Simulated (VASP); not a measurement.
Output of a VASP run:

### OSZICAR
```
       N       E                     dE             d eps       ncg     rms          rms(c)
DAV:   1     0.750957887798E+02    0.75096E+02   -0.70507E+03  1128   0.135E+03
DAV:   2    -0.120791333507E+02   -0.87175E+02   -0.82573E+02  1140   0.256E+02
DAV:   3    -0.162793061620E+02   -0.42002E+01   -0.39921E+01  1428   0.635E+01
DAV:   4    -0.163880102561E+02   -0.10870E+00   -0.10852E+00  1336   0.986E+00
DAV:   5    -0.163914518196E+02   -0.34416E-02   -0.34405E-02  1520   0.186E+00    0.138E+01
DAV:   6    -0.194777136459E+02   -0.30863E+01   -0.36000E+01  1400   0.128E+02    0.164E+01
DAV:   7    -0.151336794505E+02    0.43440E+01   -0.15268E+01  1508   0.101E+02    0.335E+00
DAV:   8    -0.151445087039E+02   -0.10829E-01   -0.85792E-01  1328   0.752E+00    0.175E+00
DAV:   9    -0.151148004927E+02    0.29708E-01   -0.10010E-01  1448   0.679E+00    0.391E-01
DAV:  10    -0.151147918879E+02    0.86049E-05   -0.63505E-03  1520   0.115E+00    0.100E-01
DAV:  11    -0.151146553797E+02    0.13651E-03   -0.63089E-04  1616   0.520E-01    0.387E-02
DAV:  12    -0.151146651172E+02   -0.97376E-05   -0.35592E-05  1296   0.567E-02    0.197E-02
DAV:  13    -0.151146638957E+02    0.12215E-05   -0.40180E-06  1728   0.303E-02    0.504E-03
DAV:  14    -0.151146639691E+02   -0.73421E-07   -0.49829E-07  1336   0.712E-03
   1 F= -.15114664E+02 E0= -.15114964E+02  d E =0.901135E-03
```

File OUTCAR:
```
------------------------ aborting loop because EDIFF is reached ----------------------------------------
  FORCE on cell =-STRESS in cart. coord.  units (eV):
  Direction    XX          YY          ZZ          XY          YZ          ZX
  --------------------------------------------------------------------------------------
  Total       -0.0590285     -0.0590285     -0.0590285     -0.0000000     -0.0000000      0.0000000
  in kB       -2.4735438     -2.4735438     -2.4735438     -0.0000000     -0.0000000      0.0000000
  external PRESSURE =      -2.4735438 kB  Pullay stress =       0.0000000 kB
  volume of cell :       38.23
      direct lattice vectors                 reciprocal lattice vectors
     0.000000000  2.673874246  2.673874246    -0.186994583  0.186994583  0.186994583
     2.673874246  0.000000000  2.673874246     0.186994583 -0.186994583  0.186994583
     2.673874246  2.673874246  0.000000000     0.186994583  0.186994583 -0.186994583
 POSITION                                       TOTAL-FORCE (eV/Angst)
 -----------------------------------------------------------------------------------
      0.00000      0.00000      0.00000        -0.000000     -0.000000      0.000000
      1.33694      1.33694      1.33694        -0.000000     -0.000000     -0.000000
      4.01081      4.01081      4.01081         0.000000      0.000000      0.000000
 -----------------------------------------------------------------------------------
    total drift:                               -0.000000     -0.000000      0.000000
  FREE ENERGIE OF THE ION-ELECTRON SYSTEM (eV)
  ---------------------------------------------------
  free  energy   TOTEN  =       -15.1146639691 eV

  energy  without entropy=      -15.1155651043  energy(sigma->0) =      -15.11496435
```
(Selected blocks of OUTCAR.)

File POSCAR:
```
CoSi2
1
    0.0000000000     2.6738742460     2.6738742460
    2.6738742460     0.0000000000     2.6738742460
    2.6738742460     2.6738742460     0.0000000000
Co Si
1 2
Direct
  0.0000000000   0.0000000000   0.0000000000
  0.2500000000   0.2500000000   0.2500000000
  0.7500000000   0.7500000000   0.7500000000
```

Question: Write an INCAR and KPOINTS that could have produced this output.

Answer: Several could match; the one computed here: the input of the run itself, rev-vdW-DF2, plane waves, VASP's PBE PAW potentials (set 64).

File KPOINTS:
```
Automatic mesh
0
Gamma
10 10 10
0 0 0
```

**INCAR**
```
# general
SYSTEM  =CoSi2
PREC    =Accurate
ENCUT   =520
LREAL   =.False.
LASPH   =.True.

# electronic loop
EDIFF   =1E-7
NELM    =100
ALGO    =Normal
LMAXMIX =4

# smearing
ISMEAR  =1
SIGMA   =0.1

# functional
GGA     =MK
LUSE_VDW=.True.
AGGAC   =0.0
PARAM1  =0.1234568
PARAM2  =0.7114
ZAB_VDW =-1.8867

# ions
ISIF    =2

# output
LWAVE   =.False.
LCHARG  =.False.
```

POTCAR, in this order: Co Si (PBE.64 set). Program: vasp_std.

The compound is CoSi2 in the fluorite structure. It was relaxed first. The run is not spin-polarised, so no magnetic state was tried. The electron count is odd and the run is not spin-polarised, which forces a metal.
